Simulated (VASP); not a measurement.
GaP, 2 atoms in the cell. It takes space group F-43m (No. 216, cubic). The conventional cell has a = 5.506 Å, b = 5.506 Å, c = 5.506 Å, α = 90.00°, β = 90.00°, γ = 90.00°. Ga (site symmetry -43m) is surrounded by 4 P at 2.38 Å. Around P (site symmetry -43m) lie 4 Ga at 2.38 Å. The cell was built by a generator and needn't be a form met in nature.

```yaml
Program: VASP 6.6.1
Task: phonons
Functional: PBE
Potentials_or_basis: VASP PAW PBE potentials, release 64 (Ga_d, P)
Cutoff: 520 eV
k_mesh: 12 × 12 × 12
Occupations: gaussian, width 0.01 eV
Spin: no spin polarisation
Dipole_correction: no
Further_INCAR_settings: ALGO = Fast; EDIFF = 1e-08; NBANDS = 16; IBRION = 8; NSW = 1
```

Potentials or basis: VASP PAW PBE potentials, release 64 (Ga_d, P).

Command:

```console
$ cat potpaw_PBE.64/Ga_d/POTCAR potpaw_PBE.64/P/POTCAR > POTCAR
$ mpirun -np 1 vasp_std > vasp.out
```

Hardware: 1 thread of Intel(R) Xeon(R) Platinum 8488C (Sapphire Rapids), with other jobs on the host.

Q: Estimate the wall time of this run.

A: Wall time 23 min on 1 thread of Intel(R) Xeon(R) Platinum 8488C (Sapphire Rapids), with other jobs on the host, peak memory 0.52 GiB. Counts: scf iterations 180, k points 72.
